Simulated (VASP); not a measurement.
Input:

```
DyScO3
1.0
    3.96797     0.00000     0.00000
    0.00000     3.96797     0.00000
    0.00000     0.00000     3.96797
Dy Sc O
1 1 3
Cartesian
  0.00000   0.00000   0.00000
  1.98398   1.98398   1.98398
  0.00000   1.98398   1.98398
  1.98398   1.98398   0.00000
  1.98398   0.00000   1.98398
```

These are PBEsol GGA, VASP's PBE PAW potentials (set 64) (plane waves; VASP) values and carry that method's errors. Settings: 520 eV cut-off, 6×6×6 Γ-centred mesh, tetrahedra with Blöchl corrections, potentials Dy_3 Sc_sv O.

The 4f electrons are frozen in the core of the lanthanide potential, so 4f levels, which can set the real gap, and their magnetism are missing.

Q: Estimate the energy per atom (σ→0), band gap (on the k-mesh) with the smallest direct gap where there is one.

A: 
```json
{
  "band gap (on the k-mesh)": "2.42 eV",
  "smallest direct gap (on the k-mesh)": "2.42 eV",
  "energy per atom (σ→0)": "-8.571 eV/atom"
}
```

The absolute energy has meaning only against runs of the same code, potentials and settings.

The structure was generated: DyScO3 was put into the cubic-perovskite type (Pm-3m), which need not be its known phase. It was relaxed first, which changed the volume by +7 %.
